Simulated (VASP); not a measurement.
VASP input:

**POSCAR**
```
CaHI
17.4931190
  0.2270486057   0.0000000000   0.0000000000
  0.0000000000   0.2270486057   0.0000000000
  0.0000000000   0.0000000000   0.5000000036
Ca H I
2 2 2
Cart
  0.0000000000   0.1135243029   0.0682447774
  0.1135243029   0.0000000000   0.4317552262
  0.1135243029   0.1135243029   0.0000000000
  0.0000000000   0.0000000000   0.0000000000
  0.0000000000   0.1135243029   0.3430658071
  0.1135243029   0.0000000000   0.1569341965
```

INCAR:
```
SYSTEM = CaHI
PREC = Accurate
ENCUT = 400
EDIFF = 1E-7
NELM = 100
ALGO = Normal
LREAL = .FALSE.
LASPH = .TRUE.
ISMEAR = -5
GGA = PS
LMAXMIX = 4
LWAVE = .FALSE.
LCHARG = .TRUE.
LORBIT = 11
NEDOS = 601
ISIF = 2
LEFG = .TRUE.
```

### KPOINTS
```
Automatic mesh
0
Gamma
6 6 3
0 0 0
```

POTCAR, in this order: Ca_sv H I (PBE.64 set). Program: vasp_std.

### Question
Write an equivalent input for Quantum ESPRESSO's pw.x.

### Answer
One equivalent input (not run):
```
&CONTROL
  calculation = 'scf'
  pseudo_dir = './pseudo'
  outdir = './out'
  tprnfor = .true.
  tstress = .true.
/
&SYSTEM
  ibrav = 0
  nat = 6
  ntyp = 3
  ecutwfc = 72
  occupations = 'tetrahedra'
  input_dft = 'pbesol'
/
&ELECTRONS
  conv_thr = 7.3e-09
  electron_maxstep = 100
/
ATOMIC_SPECIES
  Ca 40.078 Ca.upf
  H 1.008 H.upf
  I 126.904 I.upf
CELL_PARAMETERS angstrom
     3.9717883    0.0000000    0.0000000
     0.0000000    3.9717883    0.0000000
     0.0000000    0.0000000    8.7465596
ATOMIC_POSITIONS crystal
  Ca   0.0000000  0.5000000  0.1364896
  Ca   0.5000000  0.0000000  0.8635104
  H    0.5000000  0.5000000  0.0000000
  H    0.0000000  0.0000000  0.0000000
  I    0.0000000  0.5000000  0.6861316
  I    0.5000000  0.0000000  0.3138684
K_POINTS automatic
  6 6 3 0 0 0
```
The two are equivalent in intent, not identical: the potentials are each code's own (VASP's PAW set, PseudoDojo norm-conserving files in pw.x), so ENCUT and ecutwfc are chosen apart and not converted; conv_thr bounds pw.x's estimated SCF error, while EDIFF bounds the energy change between steps; the field gradients of LEFG aren't asked of the other code.

The structure comes from a computed database's CaHI entry (P4/nmm); how it stands against other phases isn't given here. It was relaxed first, which changed the volume by -9 %.
